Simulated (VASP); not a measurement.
For cubic LiCl (rock salt), LDA (Ceperley-Alder, Perdew-Zunger), VASP's LDA PAW potentials (set 64) (VASP 6.6.1) gives ε∞ = 3.19, a static ε₀ = 10.40 and a transverse optical mode at 227 cm⁻¹.

Question: Estimate the longitudinal optical frequency at Γ.

Answer: By the Lyddane-Sachs-Teller relation, ω_LO = ω_TO √(ε₀/ε∞) = 227 × √(10.40/3.19) = 410 cm⁻¹.

Measured: ε∞ 2.75 at 297 K (computed value off by +15.9 %), as given by H. H. Li, Journal of Physical and Chemical Reference Data (1976), doi:10.1063/1.555536 [long-wavelength limit of the electronic terms of a dispersion formula fitted to measured refractive indices over 0.17-16.0 um; lattice terms left out].

The compound is LiCl in the rock salt structure. It was relaxed first, which changed the volume by -10 %.
